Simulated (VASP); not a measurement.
A convergence study with VASP on NiSi₂ (fluorite): one setting is varied, all else stays as given below, so the limit is that of these other settings. Each run relaxes cell and ions from the cell shown.

```
CELL_PARAMETERS angstrom
      0.00000     2.70500     2.70500
      2.70500     0.00000     2.70500
      2.70500     2.70500     0.00000
ATOMIC_POSITIONS crystal
  Si 0.25000 0.25000 0.25000
  Si 0.75000 0.75000 0.75000
  Ni 0.00000 0.00000 0.00000
```

All values below come from LDA (Ceperley-Alder, Perdew-Zunger), VASP's LDA PAW potentials (set 64) (plane waves; VASP). The tightest run used: 550 eV cut-off, 14×14×14 Γ-centred mesh, first-order Methfessel-Paxton smearing of 0.10 eV, potentials Si Ni.

```csv
setting,relaxed volume (Å³/atom),E (eV/atom),irreducible k-points
2×2×2 mesh,12.949,-6.2401,3
3×3×3 mesh,12.626,-6.5278,4
4×4×4 mesh,12.829,-6.5900,8
```

Task: These are the cheaper rows. Estimate the results at 14×14×14 mesh, and how far the last row shown lies from them.

Result: 
```tsv
quantity	tightest run	last row shown is off by
relaxed volume (Å³/atom)	12.790	0.039
E (eV/atom)	-6.6330	0.0430
```

Left out are rungs that failed or repeat a setting and relaxations that didn't move; long series are thinned to 24 rows.

The compound is NiSi2 in the fluorite structure. The run is not spin-polarised, so no magnetic state was tried.
